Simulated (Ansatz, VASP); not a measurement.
# Ge2SeO (CuAu-ordered zincblende type (invented)): VASP beside Ansatz

Wanted: the spread between two codes on one cell, functional and k mesh. The cell is generated by rule, not measured, and may not be a known phase. Of the first pair: The two relaxations start from unlike cells of this crystal (the structure described is Ansatz's start), so only their ends are compared.

Main program and level: Ansatz 0.2.0; plane waves, with VASP 6.6.1 beside it; relaxation of cell and atoms at PBEsol.

## (1) Set-up

It takes space group P-4m2 (No. 115, tetragonal). The conventional cell has a = 3.619 Å, b = 3.619 Å, c = 5.118 Å, α = 90.00°, β = 90.00°, γ = 90.00°. Nearest to O lie 4 Ge at 2.22 Å. Nearest to Se lie 4 Ge at 2.22 Å. Ge has 2 O at 2.22 Å and 2 Se at 2.22 Å nearest. Farther neighbours and most contacts between anions are not listed.

## (2) VASP: relaxation of cell and atoms, PBEsol, pair 1

The relaxed volume is the usual yardstick between codes: in a stiff, nearly cubic crystal its relative difference is about their pressure difference at one cell divided by the bulk modulus.

Lines of VASP's logs that name or quote its potential files are left out, and so is its time.

INCAR

```
SYSTEM = Ge2SeO
PREC = Accurate
ENCUT = 600
EDIFF = 1E-07
NELM = 120
ISMEAR = 0
SIGMA = 0.1
LREAL = .FALSE.
ALGO = Normal
GGA = PS
NBANDS = 26
LORBIT = 11
LWAVE = .FALSE.
LCHARG = .FALSE.
ISIF = 3
IBRION = 2
NSW = 80
EDIFFG = -0.005
LASPH = .TRUE.
GGA_COMPAT = .FALSE.
NELMIN = 4
KPAR = 2
```

POSCAR

```
Ge2SeO
1.0
    4.3371805077      0.0000000000      0.0000000000
    0.0000000000      4.3371805077      0.0000000000
    0.0000000000      0.0000000000      3.7587659862
O Se Ge
1 1 2
Direct
    0.0000000000      0.0000000000      0.0000000000
    0.5000000000      0.5000000000      0.5000000000
    0.0000000000      0.5000000000      0.9998966153
    0.5000000000      0.0000000000      0.0001033847
```

KPOINTS

```
Automatic mesh
0
Gamma
6 6 4
0 0 0
```

Potentials, in the order of the species: O, Se and Ge_d (PBE family, release 64).

Run with:

```bash
> mpirun -np 2 vasp_std
```

Numbers of over 12 decimals in the logs are rounded to 6 here.

The log of the run:

```text
[banner, memory and clock lines left out]
running    2 mpi-ranks, on    1 nodes
 distrk:  each k-point on    1 cores,    2 groups
 distr:  one band on    1 cores,    1 groups

 POSCAR found type information on POSCAR O SeGe
 POSCAR found :  3 types and       4 ions
|                                                                             |
|               ----> ADVICE to this user running VASP <----                  |
|                                                                             |
|     You enforced a specific xc type in the INCAR file but a different       |
|     [... a line on the potential file left out ...]
|     I HOPE YOU KNOW WHAT YOU ARE DOING!                                     |
|                                                                             |

 LDA part: xc-table for (Slater+PW92), standard interpolation
 POSCAR, INCAR and KPOINTS ok, starting setup
 FFT: planning ... GRIDC
 FFT: planning ... GRID_SOFT
 FFT: planning ... GRID
 WAVECAR not read
 entering main loop
       N       E                     dE             d eps       ncg     rms          rms(c)
DAV:   1     0.337154873838E+03    0.33715E+03   -0.21487E+04  1864   0.393E+03
DAV:   2     0.339112530671E+02   -0.30324E+03   -0.29563E+03  1624   0.712E+02
DAV:   3    -0.198123766586E+02   -0.53724E+02   -0.52511E+02  1870   0.185E+02
DAV:   4    -0.222384994340E+02   -0.24261E+01   -0.24140E+01  1854   0.425E+01
DAV:   5    -0.222847471001E+02   -0.46248E-01   -0.46192E-01  1834   0.660E+00    0.833E+00
DAV:   6    -0.206083578703E+02    0.16764E+01   -0.91513E+00  2442   0.268E+01    0.451E+00
DAV:   7    -0.205141804936E+02    0.94177E-01   -0.17828E+00  1834   0.683E+00    0.228E+00
DAV:   8    -0.204973606339E+02    0.16820E-01   -0.25110E-01  1772   0.302E+00    0.675E-01
DAV:   9    -0.204926671162E+02    0.46935E-02   -0.33429E-02  2248   0.125E+00    0.162E-01
DAV:  10    -0.204929902165E+02   -0.32310E-03   -0.71970E-03  1742   0.533E-01    0.977E-02
DAV:  11    -0.204929542387E+02    0.35978E-04   -0.58571E-04  1936   0.153E-01    0.240E-02
DAV:  12    -0.204929646236E+02   -0.10385E-04   -0.73662E-05  1778   0.536E-02    0.114E-02
DAV:  13    -0.204929632717E+02    0.13519E-05   -0.31971E-06  1876   0.158E-02    0.662E-03
DAV:  14    -0.204929633247E+02   -0.52928E-07   -0.25334E-06  1496   0.920E-03    0.583E-03
DAV:  15    -0.204929628863E+02    0.43837E-06   -0.10329E-06  1560   0.621E-03    0.191E-03
DAV:  16    -0.204929628430E+02    0.43275E-07   -0.41778E-07  1488   0.349E-03
   1 F= -.20492963E+02 E0= -.20491272E+02  d E =-.204930E+02
[...]
2 F= -.20493365E+02 E0= -.20491686E+02  d E =-.401726E-03
[...]
3 F= -.20493406E+02 E0= -.20491727E+02  d E =-.443036E-03
[...]
4 F= -.20493406E+02 E0= -.20491727E+02  d E =-.442858E-03
[...]
5 F= -.20493455E+02 E0= -.20491783E+02  d E =-.495032E-04
[...]
6 F= -.20493480E+02 E0= -.20491812E+02  d E =-.742382E-04
[...]
7 F= -.20493490E+02 E0= -.20491824E+02  d E =-.838646E-04
 curvature:  -1.05 expect dE=-0.543E-05 dE for cont linesearch -0.528E-05
 ZBRENT: bracketing found
 ZBRENT: interpolating
 opt :   2.5195  next Energy=   -20.493496 (dE=-0.906E-04)
 bond charge predicted
       N       E                     dE             d eps       ncg     rms          rms(c)
DAV:   1    -0.204937236920E+02   -0.23419E-03   -0.44886E-03  1806   0.707E-01    0.932E-02
DAV:   2    -0.204935544317E+02    0.16926E-03   -0.50292E-04  1906   0.253E-01    0.487E-02
DAV:   3    -0.204935097809E+02    0.44651E-04   -0.98544E-05  1990   0.110E-01    0.264E-02
DAV:   4    -0.204934922730E+02    0.17508E-04   -0.37463E-05  2330   0.691E-02    0.530E-03
DAV:   5    -0.204934919706E+02    0.30238E-06   -0.84444E-06  1832   0.329E-02    0.299E-03
DAV:   6    -0.204934917607E+02    0.20992E-06   -0.10295E-06  1682   0.875E-03    0.120E-03
DAV:   7    -0.204934917093E+02    0.51401E-07   -0.12694E-07   812   0.420E-03
   8 F= -.20493492E+02 E0= -.20491826E+02  d E =-.860080E-04
 curvature:  -1.35 expect dE=-0.801E-05 dE for cont linesearch -0.189E-05
 trial: gam=-0.13729 g(F)=  0.267E-09 g(S)=  0.593E-05 ort = 0.983E-05 (trialstep = 0.127E+01)
 search vector abs. value=  0.453E-05
 reached required accuracy - stopping structural energy minimisation
```

Parts of OUTCAR (step 2):

```text
ion  position               nearest neighbor table
   1  0.000  0.000  0.000-   3 2.17   4 2.17   3 2.17   4 2.17
   2  0.500  0.500  0.500-
   3  0.000  0.500  1.000-   1 2.17   1 2.17
   4  0.500  0.000  0.000-   1 2.17   1 2.17

  LATTYP: Found a simple tetragonal cell.
 ALAT       =     4.3371805077
 C/A-ratio  =     0.8666381257

 Subroutine GETGRP returns: Found  8 space group operations
 (whereof  8 operations were pure point group operations)

The static configuration has the point symmetry D_2d.

 Found     30 irreducible k-points:

   k-points           NKPTS =     30   k-points in BZ     NKDIM =     30   number of bands    NBANDS=     26

   dimension x,y,z NGX =    36 NGY =   36 NGZ =   30
   dimension x,y,z NGXF=    72 NGYF=   72 NGZF=   60

   ENCUT  =  600.0 eV  44.10 Ry    6.64 a.u.   8.66  8.66  7.51*2*pi/ulx,y,z

   NELECT =      40.0000    total number of electrons

 k-points in reciprocal lattice and weights: Automatic mesh
   0.00000000  0.00000000  0.00000000       0.007
   0.16666667  0.00000000  0.00000000       0.028
   0.33333333  0.00000000  0.00000000       0.028
   0.50000000  0.00000000  0.00000000       0.014
   0.16666667  0.16666667  0.00000000       0.028
   0.33333333  0.16666667  0.00000000       0.056
   0.50000000  0.16666667  0.00000000       0.028
   0.33333333  0.33333333  0.00000000       0.028
   0.50000000  0.33333333  0.00000000       0.028
[...]
0.50000000  0.33333333  0.50000000       0.028
   0.50000000  0.50000000  0.50000000       0.007

 average (electrostatic) potential at core
       1 -70.0674       2 -53.5932       3 -74.0447       4 -74.0447

 E-fermi :   5.2591

 k-point     1 :       0.0000    0.0000    0.0000
  band No.  band energies     occupation
    ...
     16      -0.7488      2.00000
     17       1.0528      2.00000
     18       2.1885      2.00000
     19       2.1885      2.00000
     20       3.4498      2.00000
     21       8.1818      0.00000
     22       9.0211      0.00000
     23      10.0494      0.00000
     24      10.0494      0.00000
     25      10.7781      0.00000
    ...

 k-point     2 :       0.1667    0.0000    0.0000
  band No.  band energies     occupation
    ...
     16       0.8494      2.00000
     17       1.2208      2.00000
     18       1.9557      2.00000
     19       2.9232      2.00000
     20       3.3499      2.00000
     21       8.3565      0.00000
     22       8.5569      0.00000
     23       9.5210      0.00000
     24       9.8493      0.00000
     25      10.3181      0.00000
    ...

 k-point     3 :       0.3333    0.0000    0.0000
  band No.  band energies     occupation
    ...
     16       1.4046      2.00000
     17       1.6928      2.00000
     18       2.9842      2.00000
     19       2.9928      2.00000
     20       4.2069      2.00000
     21       7.3381      0.00000
     22       7.8925      0.00000
     23       9.6103      0.00000
     24       9.7276      0.00000
     25       9.8733      0.00000
    ...

  Total       -0.0122607     -0.0122607     -0.0138088      0.0000000     -0.0000000      0.0000000
  in kB       -0.2772166     -0.2772166     -0.3122197      0.0000000     -0.0000000      0.0000000
  external PRESSURE =      -0.2888843 kB  Pullay stress =       0.0000000 kB

  energy-cutoff  :      600.00
  volume of cell :       70.86
      direct lattice vectors                 reciprocal lattice vectors
     4.347287124  0.000000000  0.000000000     0.230028515  0.000000000  0.000000000
     0.000000000  4.347287124 -0.000000000     0.000000000  0.230028515 -0.000000000
     0.000000000  0.000000000  3.749466112     0.000000000  0.000000000  0.266704637

 POSITION                                       TOTAL-FORCE (eV/Angst)
 -----------------------------------------------------------------------------------
      0.00000      0.00000     -0.00000        -0.000000      0.000000      0.000000
      2.17364      2.17364      1.87473         0.000000      0.000000      0.000000
      0.00000      2.17364      3.74908         0.000000      0.000000      0.000053
      2.17364      0.00000      0.00038         0.000000     -0.000000     -0.000053
 -----------------------------------------------------------------------------------
    total drift:                                0.000000      0.000000     -0.000000

  FREE ENERGIE OF THE ION-ELECTRON SYSTEM (eV)
  ---------------------------------------------------
  free  energy   TOTEN  =       -20.4934917093 eV

  energy  without entropy=      -20.4901595218  energy(sigma->0) =      -20.49182562

 reached required accuracy - stopping structural energy minimisation

 total charge
# of ion       s       p       d       tot
------------------------------------------
    1        1.584   3.328   0.000   4.912
    2        1.497   2.226   0.047   3.771
    3        1.341   0.700  10.065  12.106
    4        1.341   0.700  10.065  12.106
--------------------------------------------------
tot          5.763   6.956  20.176  32.894

[... 3 further parts left out ...]
```

CONTCAR:

```
Ge2SeO
   1.00000000000000
     4.3472871239403794    0.0000000000000000    0.0000000000000000
     0.0000000000000000    4.3472871239403794   -0.0000000000000000
     0.0000000000000000    0.0000000000000000    3.7494661124377529
  O               Se              Ge
     1     1     2
Direct
     0.0000000000000000    0.0000000000000000    0.0000000000000000
     0.5000000000000000    0.5000000000000000    0.5000000000000000
     0.0000000000000000    0.5000000000000000    0.9998979330172280
     0.5000000000000000    0.0000000000000000    0.0001020669827721
```

## (3) Ansatz: relaxation of cell and atoms, PBEsol, pair 1

Ansatz runs on its default PAW (the set named soft_2) files.

Its own start cell and the same functional, mesh and smearing now go to Ansatz, which takes its cutoff from its data sets.

input.yaml

```yaml
crystal:
  lattice:
    - [3.61888, 0.0, 0.0]
    - [0.0, 3.61888, 0.0]
    - [0.0, 0.0, 5.11786]
  atoms:
    - { symbol: O, position: [0.0, 0.0, 0.0] }
    - { symbol: Se, position: [0.5, 0.5, 0.5] }
    - { symbol: Ge, position: [0.0, 0.5, 0.25] }
    - { symbol: Ge, position: [0.5, 0.0, 0.75] }
kpoints:
  mp_grid: { grid: [6, 6, 4] }
hamiltonian:
  xc: pbesol
scf:
  occupations: { method: gaussian, width: 0.1 }
output:
  forces: true
  stress: true
  eigenvalues: true
relax:
  adjacent_minimum: "off"
  f_tol: 0.05
  max_steps: 80
  cell: { stress_tol: 0.5 }
```

Run with:

```bash
> ansatz run input.yaml --threads 2 --pin off --max-ram 5120MiB --backend cpu --events-out ev --progress --plain --runs-dir out
```

The log of the run:

```text
The last accepted step is kept in <dir> (removed where the run ends without a failure and the disk answers)
Engine: ansatz 0.2.0, x86_64-unknown-linux-gnu
Pseudopotentials: kind: paw
Pseudopotential: O, paw, valence charge 6, recommended cutoff 420 eV (normal), O.paw.azcp
Pseudopotential: Se, paw, valence charge 16, recommended cutoff 420 eV (normal), Se.paw.azcp
Pseudopotential: Ge, paw, valence charge 14, recommended cutoff 420 eV (normal), Ge.paw.azcp
Functional definition: PBEsol
  exchange = pbesol_x
  correlation = pbesol_c
Crystal: 4 atoms, lattice volume = 67.025 Å³
Basis set: ecut = 420 eV, 1297 PW (Γ), exchange–correlation on 50×50×72 points (8 copies of the dense FFT grid, shifted against one another)
Bands: 30, of which v1, the nominal top of the filled ones, is band 25 counted from 1 (24 counted from 0)
Symmetry: 8 space group operations
Space group: P-4m2 (ITA 115), of the structure as read, at distance tolerance 4.1e-5 Å
k-points: 30 of 144 (time reversal used)
Non-local potential: O, projectors of the file, l = 0: 2, l = 1: 2, l = 2: 1
Non-local potential: Se, projectors of the file, l = 0: 2, l = 1: 2, l = 2: 3, l = 3: 1
Non-local potential: Ge, projectors of the file, l = 0: 2, l = 1: 2, l = 2: 3, l = 3: 1
PAW form: soft (Blöchl's): semilocal exchange-correlation on the pseudo side does not see the compensation charge
PAW frozen core: O, regenerated for the run's functional, and the local potential with it (the file was generated under x = pbe(κ = 0.804, μ = 0.219515), c = pbe(β = 0.066725))
PAW frozen core: Se, regenerated for the run's functional, and the local potential with it (the file was generated under x = pbe(κ = 0.804, μ = 0.219515), c = pbe(β = 0.066725))
PAW frozen core: Ge, regenerated for the run's functional, and the local potential with it (the file was generated under x = pbe(κ = 0.804, μ = 0.219515), c = pbe(β = 0.066725))
PAW one-centre angular grid: O, 110 points (default); XC on 64 Gauss nodes
PAW one-centre angular grid: Se, 590 points (default); XC on 64 Gauss nodes
PAW one-centre angular grid: Ge, 590 points (default); XC on 64 Gauss nodes
Initial density: superposition of atomic densities (neutral atoms: chi_scale 0, normalization atom), corrected by the library's trained network
Initial wavefunctions: pseudopotential atomic-orbital guess
Functional: x = pbesol(κ = 0.804, μ = 0.123457), c = pbesol(β = 0.046)
SCF iter   1: F=—  HF=-14486.972943 eV  |F-HF|=—  |Δ(HF+E_count)|=         —  Δρ=2.67e-2  dr2=5.76e-1  ethr=1.77e-3  ⟨swp⟩=6.0  Hψ=3708  notcnv=0
preconditioner: auto → LDOS  [metal: Δε(μ)=0.111 eV  Ē_g=19.492 eV  σ=0.100 eV  W_gap=0.47  n_scr=20 (ndim 8)  ℏωp=28.7 eV  f_vac=0.022  D(μ)=1.97/eV (n_scr^D=14)  β→1.0]
SCF iter   2: F=—  HF=-14486.890620 eV  |F-HF|=—  |Δ(HF+E_count)|=   8.23e-2  Δρ=5.18e-3  dr2=3.19e-2  ethr=1.15e-3  ⟨swp⟩=2.0  Hψ=1311  notcnv=0  defer=11
SCF iter   3: F=—  HF=-14486.885550 eV  |F-HF|=—  |Δ(HF+E_count)|=   5.07e-3  Δρ=2.37e-3  dr2=4.30e-3  ethr=6.37e-5  ⟨swp⟩=2.0  Hψ=1488  notcnv=0  defer=13
SCF iter   4: F=—  HF=-14486.884265 eV  |F-HF|=—  |Δ(HF+E_count)|=   1.28e-3  Δρ=8.71e-4  dr2=4.07e-4  ethr=8.60e-6  ⟨swp⟩=2.0  Hψ=1490  notcnv=0  defer=13
SCF iter   5: F=—  HF=-14486.883902 eV  |F-HF|=—  |Δ(HF+E_count)|=   3.64e-4  Δρ=1.39e-4  dr2=1.37e-5  ethr=8.15e-7  ⟨swp⟩=2.0  Hψ=1490  notcnv=0  defer=13
SCF iter   6: F=—  HF=-14486.883862 eV  |F-HF|=—  |Δ(HF+E_count)|=   3.99e-5  Δρ=4.84e-5  dr2=2.94e-6  ethr=2.75e-8  ⟨swp⟩=3.0  Hψ=1577  notcnv=0  defer=13
SCF iter   7: F=-14486.883861 eV  HF=-14486.883861 eV  |F-HF|=5.76e-9  |Δ(HF+E_count)|=   5.95e-7  Δρ=8.85e-6  dr2=3.29e-8  ethr=2.00e-10  ⟨swp⟩=5.0  Hψ=4335  notcnv=0
SCF 1 converged in 7 iterations: F = -14486.883861 eV  dr2 = 3.29e-8
  greatest PAW one-centre occupation: 1.000 electrons in one spin orbital (limit 2), on the Se atom at site 1 (counted from 0), in its partial waves of l = 2
relax step   1: F+E_penalty+E_count = -14486.88386120 eV  Δ(F+E_penalty+E_count) = +0.000e0 eV  max|allowed force component| = 5.454e0 eV/Å  Δτ_max = 0.0000 Å  P = +31.374 GPa  Ω = 67.025 Å³  (7 SCF iters, dr2 threshold 1.00e-7 eV, accepted)
[...]
relax step  18: F+E_penalty+E_count = -14491.02870030 eV  Δ(F+E_penalty+E_count) = -2.942e-2 eV  max|allowed force component| = 4.771e-3 eV/Å  Δτ_max = 0.0330 Å  P = +1.514 GPa  Ω = 70.926 Å³  energy of the carried Pulay correction = -8.138e-4 eV  (6 SCF iters, dr2 threshold 4.00e-7 eV, accepted)
[...]
relax step  19: F+E_penalty+E_count = -14491.03663910 eV  Δ(F+E_penalty+E_count) = -7.939e-3 eV  max|allowed force component| = 1.487e-2 eV/Å  Δτ_max = 0.0116 Å  P = -0.092 GPa  Ω = 71.984 Å³  energy of the carried Pulay correction = -2.296e-3 eV  (7 SCF iters, dr2 threshold 4.00e-7 eV, accepted)
[...]
relax step  20: F+E_penalty+E_count = -14491.03951701 eV  Δ(F+E_penalty+E_count) = -2.878e-3 eV  max|allowed force component| = 1.498e-2 eV/Å  Δτ_max = 0.0000 Å  P = -0.089 GPa  Ω = 71.984 Å³  stress off target by 2.26e-1 GPa  SCF on the basis re-selected at this cell (its energy is not comparable with the rows above)  (7 SCF iters)
basis re-selected at this cell: Δ(F+E_penalty+E_count) = -2.878e-3 eV, ΔP = +0.003 GPa vs the last step (what re-selecting the basis moved, of the pressure what is left beyond the Pulay correction that the steps carried, after the strain that the cell walked since its last selection, with what the two solves' SCF thresholds leave and, on support functions, any second-order correction that the steps lacked; it is no m [...]
SCF converged after 7 iterations
Free energy (F): -14491.039517 eV
Harris-Foulkes:  -14491.039517 eV  (|F-HF|=1.49e-10)
Internal energy: -14491.036901 eV  (E = F + TS)
E sigma→0 (E₀):  -14491.038209 eV
Entropy (-TS):   -0.002616 eV (-0.654 meV/atom)
Fermi energy:    9.343521 eV
--- Per-component energies (eV) ---
  E_band       = -652.634301
  E_kinetic    = 510.706855
  E_local      = -7223.717207  (includes V_loc(G=0)·N_el)
  E_nonlocal   = 286.626642
  E_hartree    = 3258.439436
  E_xc         = -325.824254
  E_vxc        = -320.197701  (∫ρ·V_xc dr)
  E_paw        = -5966.599808  (= ΣΔE_a)
  E_vpaw       = -422.935857  (= ΣTr[D̂ρ^β])
  E_aug_tail   = 0.002298  (compensation charges beyond the density's cutoff)
  E_ewald      = -5033.550475
  E_core_change = 2.879611  (= ΣΔE_core)
  E_smearing   = -0.002616  (= −TS)
  E_closure    = 0.000000  (closes the sum)
  Σ components = -14491.039517   (vs F -14491.039517, Δ=0.00e0)
--- Forces (eV/Å), atoms counted from 1 ---
  atom   1  O      0.00000000     0.00000000    -0.00000000
  atom   2  Se    -0.00000000     0.00000000     0.00000000
  atom   3  Ge     0.00000000    -0.00000000    -0.01498432
  atom   4  Ge     0.00000000    -0.00000000     0.01498432
  max |Σ_I F_I| component: 1.25e-16 eV/Å
--- Stress (GPa, compression-positive) ---
       -0.020993      -0.000000      -0.000000
       -0.000000      -0.020993      -0.000000
       -0.000000      -0.000000      -0.225826
  P = ⅓ Tr σ = -0.0893 GPa (-0.893 kbar)
--- Band table (eV; the first three rows and the last of 30) ---
  k-point 0: bands = [... 21 lower, 5.0873, 6.3212, 6.3212, 7.4030, 11.7415, 13.4072, 13.8825, 13.8825, ... 1 higher]
  k-point 1: bands = [... 21 lower, 5.5037, 6.4582, 6.4582, 8.0697, 10.6750, 11.6078, 11.6078, 12.4354, ... 1 higher]
  k-point 2: bands = [... 21 lower, 5.4661, 6.6563, 6.6563, 9.0466, 9.3800, 10.1497, 10.1497, 10.8094, ... 1 higher]
  k-point 29: bands = [... 21 lower, 4.2978, 5.8431, 8.4748, 8.4748, 11.3410, 14.1221, 14.2463, 14.2463, ... 1 higher]
--- Relaxed structure (18 steps of the walk, 16 accepted, 2 SCFs on fresh bases) ---
  F+E_penalty+E_count = -14491.03951701 eV   max|allowed force component| = 1.498e-2 eV/Å   (the final SCF, on the basis selected at the relaxed cell)
  cell:  # Å, volume = 71.9838 Å³
    - [4.329964, 0, 0]
    - [0, 4.329964, 0.0]
    - [0, 0.0, 3.839423]
  atoms:
    - { symbol: O, position: [0, 0, -2.0337291086236914e-18] }
    - { symbol: Se, position: [0.5, 0.5, 0.500000] }
    - { symbol: Ge, position: [0, 0.5, 0.034418] }
    - { symbol: Ge, position: [0.5, 0, 0.965582] }
```

## (4) Side by side

Known differences besides the potentials themselves: the data sets hold 50 valence electrons in Ansatz (on its default PAW (the set named soft_2) files) and 40 in VASP; the cutoff is 420 eV in Ansatz and 600 eV in VASP; Ansatz makes its cores anew for this functional, VASP keeps those of its PBE data sets; Ansatz adds a Pulay correction to the stress that steers its cell, VASP none. Total energies have different zeros and are not compared.

The two programs side by side:

| quantity | Ansatz | VASP | difference |
| --- | --- | --- | --- |
| volume (Å³) | 71.98 | 70.86 | +1.58 % |
| edge a after relaxation, in the typed setting (Å) | 4.330 | 4.347 | -0.40 % |
| edge c after relaxation, in the typed setting (Å) | 3.839 | 3.749 | +2.40 % |

Found at a tolerance of 0.01 Å, the end structures differ in symmetry: P-4m2 in Ansatz, P4/mmm in VASP.

(Continued in part 2 of 2.)

[Lines on the potential files, build, host, timing and source positions are cut from VASP's logs without a mark.]

[Logs are printed without paths, hosts, clocks, repeated set-up lines and the standing remarks that a program may print on its own settings, such as how far it seeks lower states.]

[Hosts, paths, dates, database ids (printed as entryN), source tags and the programs' standing remarks are cut or masked in the printed files.]
